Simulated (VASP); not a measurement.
Given:

```
MgI2
1.0
    2.08200    -3.60613     0.00000
    2.08200     3.60613     0.00000
    0.00000     0.00000     6.86167
Mg I
1 2
Direct
  0.00000   0.00000   0.00000
  0.33333   0.66667   0.24382
  0.66667   0.33333   0.75618
```

Method: rev-vdW-DF2, VASP's PBE PAW potentials (set 64) (plane waves; VASP 6.6.1). Run with 520 eV cut-off, 7×7×4 Γ-centred mesh, tetrahedra with Blöchl corrections, potentials Mg I.

### Question
The job: MgI₂ (1T layered), 3 atoms, rev-vdW-DF2, static run, 520 eV, 7×7×4 Γ-centred mesh. Roughly how much core time does it take on a busy server core?

### Answer
About 2 core-minutes (one run on a shared machine, a rough figure). It had 28 irreducible k-points, 12 bands, up to 2810 plane waves and 13 electronic steps.

The compound is MgI2 in the 1T layered structure. It was relaxed first.
